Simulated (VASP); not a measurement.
Here is a VASP 6.6.1 calculation.

The input POSCAR:

```
FeCu
1.0
    1.4382720000     -1.9879340000      0.0000000000
    1.4382720000      1.9879340000      0.0000000000
    0.0000000000      0.0000000000      4.1381350000
Cu Fe
1 1
Direct
    0.5000000000      0.5000000000      0.5000000000
    0.0000000000      0.0000000000      0.0000000000
```

Contents of INCAR.step1:

```
SYSTEM = FeCu
ALGO = Normal
EDIFF = 1E-8
EDIFFG = -0.002
ENCUT = 600
IBRION = 2
ISIF = 3
ISMEAR = 1
ISPIN = 2
LASPH = .TRUE.
LCHARG = .FALSE.
LMAXMIX = 4
LMIXTAU = .TRUE.
LORBIT = 11
LREAL = .FALSE.
LWAVE = .FALSE.
MAGMOM = 0.6 3
METAGGA = R2SCAN
NELM = 150
NSW = 40
PREC = Accurate
SIGMA = 0.1
```

Contents of INCAR.step2:

```
SYSTEM = FeCu
ALGO = Normal
EDIFF = 1E-8
ENCUT = 600
IBRION = 6
ISIF = 2
ISMEAR = 1
ISPIN = 2
LASPH = .TRUE.
LCHARG = .FALSE.
LMAXMIX = 4
LMIXTAU = .TRUE.
LORBIT = 11
LREAL = .FALSE.
LWAVE = .FALSE.
MAGMOM = 0.6 3
METAGGA = R2SCAN
NELM = 150
NFREE = 2
NSW = 1
POTIM = 0.015
PREC = Accurate
SIGMA = 0.1
```

File KPOINTS:

```
k-points
0
G
  6 6 4
  0 0 0
```

Potentials or basis: VASP PAW PBE potentials, release 64 (Cu, Fe).

Run with:

```sh
$ cat potpaw_PBE.64/Cu/POTCAR potpaw_PBE.64/Fe/POTCAR > POTCAR
$ cp INCAR.step1 INCAR
$ mpirun -np 1 vasp_std > vasp.out
$ cp CONTCAR POSCAR
$ cp INCAR.step2 INCAR
$ mpirun -np 1 vasp_std > vasp.out
```

(1) What does it give for the highest phonon frequency at Γ, LO-TO splitting left out?

(2) Predict the space group after relaxing (to 0.05 Å).

(3) What does it give for the net moment?

(4) What does it give for the site moments?

## Answers

(1) 276 cm⁻¹.

(2) Cmmm (No. 65).

(3) 2.76 μB per cell.

(4) Cu +0.02; Fe +2.81 μB.

Caveat: the k mesh is coarse (spacing up to 0.45 Å⁻¹), so the values aren't converged.
